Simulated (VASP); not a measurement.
An input for Quantum ESPRESSO's pw.x (written as the equivalent of a VASP run, and not itself run):

```
&CONTROL
  calculation = 'scf'
  pseudo_dir = './pseudo'
  outdir = './out'
  tprnfor = .true.
  tstress = .true.
/
&SYSTEM
  ibrav = 0
  nat = 2
  ntyp = 2
  ecutwfc = 102
  occupations = 'smearing'
  smearing = 'gaussian'
  degauss = 0.003675
  input_dft = 'pbe'
/
&ELECTRONS
  conv_thr = 7.3e-08
  electron_maxstep = 100
/
ATOMIC_SPECIES
  Cd 112.414 Cd.upf
  S 32.060 S.upf
CELL_PARAMETERS angstrom
     0.0000000    2.9683661    2.9683661
     2.9683661    0.0000000    2.9683661
     2.9683661    2.9683661    0.0000000
ATOMIC_POSITIONS crystal
  Cd   0.0000000  0.0000000  0.0000000
  S    0.2500000  0.2500000  0.2500000
K_POINTS automatic
  7 7 7 0 0 0
```

Task: Write the VASP files for the same calculation (PBE).

Result: One answer among several that fit: 
### INCAR
```
# general
SYSTEM   =  CdS
PREC     =  Accurate
ENCUT    =  520
LREAL    =  .False.
LASPH    =  .True.

# electronic loop
EDIFF    =  1E-6
NELM     =  100
ALGO     =  Normal
LMAXMIX  =  4

# smearing
ISMEAR   =  0
SIGMA    =  0.05

# functional
GGA      =  PE

# output
LWAVE    =  .False.
LCHARG   =  .True.
```

KPOINTS:
```
Automatic mesh
0
Gamma
7 7 7
0 0 0
```

File POSCAR:
```
CdS
2.9683660
  0.0000000000   1.0000000414   1.0000000414
  1.0000000414   0.0000000000   1.0000000414
  1.0000000414   1.0000000414   0.0000000000
Cd S
1 1
Cartesian
  0.0000000000   0.0000000000   0.0000000000
  0.5000000207   0.5000000207   0.5000000207
```

POTCAR, in this order: Cd S (PBE.64 set). Program: vasp_std.

Limits of the translation: the potentials are each code's own (VASP's PAW set, PseudoDojo norm-conserving files in pw.x), so ENCUT and ecutwfc are chosen apart and not converted; conv_thr bounds pw.x's estimated SCF error, while EDIFF bounds the energy change between steps.

The compound is CdS in the zinc blende structure, a metastable form; wurtzite is the usual one. It was relaxed first, which changed the volume by +6 %.
